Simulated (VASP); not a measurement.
Calculation: PBE GGA, VASP's PBE PAW potentials (set 64) (plane waves; VASP).

Gaps are without spin-orbit coupling.

volume per atom: 21.92 Å³/atom
band gap (over mesh and band path): 0.92 eV
smallest direct gap (over mesh and band path): 2.91 eV
Hill bulk modulus: 43.2 GPa
Hill shear modulus: 7.1 GPa

### Question
Which relaxed crystal gives these values?
A. MgTe, F-43m (216)
B. ZnS, P6_3mc (186)
C. AgI, F-43m (216)
D. AgCl, Fm-3m (225)

### Answer
D, AgCl, Fm-3m (225)
